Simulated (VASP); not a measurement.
PtSe2: relaxation of cell and atoms with PBE+D3(BJ)

The system is PtSe2, a slab with vacuum.

```
CELL_PARAMETERS angstrom
3.70548 0.00000 0.00000
-1.85274 3.20904 0.00000
0.00000 0.00000 20.53100
ATOMIC_POSITIONS crystal
Se 0.66667 0.33333 0.43545
Se 0.33333 0.66667 0.56455
Pt 0.00000 0.00000 0.50000
```

```json
{"Program": "VASP 6.6.1", "Task": "relaxation of cell and atoms", "Functional": "PBE", "Dispersion": "D3(BJ)", "Potentials or basis": "VASP PAW PBE potentials, release 64 (Se, Pt)", "Cutoff": "600 eV", "k mesh": "9 × 9 × 1", "Occupations": "gaussian, width 0.03 eV", "Spin": "no spin polarisation", "Further INCAR settings": "ALGO = Normal; EDIFF = 1e-07; IBRION = 2; EDIFFG = -0.005; NSW = 90; ISIF = 3"}
```

The relaxed volume is 81.39 Å³/atom, the relaxed cell is a = 3.706 Å, b = 3.706 Å, c = 20.531 Å, α = 90.00°, β = 90.00°, γ = 120.00° and the space group after relaxing (to 0.05 Å) is P-3m1 (No. 164). The energy gained by relaxing is 0.0 meV/atom. The ionic steps are 3. The band gap on the k mesh is 1.35 eV, indirect (least direct gap 1.58 eV). The dispersion energy per atom is -0.299 eV.

Forces on the atoms (eV/Å):
```
Se   0.000  0.000  0.002
Se   0.000  0.000 -0.002
Pt   0.000  0.000  0.000
```

Final structure:
```
Se Pt
1.0
     3.70583    0.00000    0.00000
    -1.85292    3.20935    0.00000
     0.00000    0.00000   20.53100
Se Pt
2 1
Cartesian
  1.8529 1.0698 8.9402
  0.0000 2.1396 11.5908
  -1.8529 3.2093 10.2655
```

Levels at points of the mesh, in eV from the valence-band top:
```csv
k point,band 7,band 8,band 9,band 10,band 11,band 12,band 13,band 14,band 15
"(0.00, 0.00, 0.00)",-2.88,-1.31,-0.68,0.00,0.00,2.96,2.96,4.50,5.23
```

It took 2.1 min on 1 thread of Intel(R) Xeon(R) Platinum 8375C CPU @ 2.90GHz (Ice Lake), on a shared host, peak memory 0.44 GiB.

Caveat: spin-orbit coupling is left out, which moves the levels of the heavy elements. PBE gaps usually lie below the measured ones, often by a third to a half.
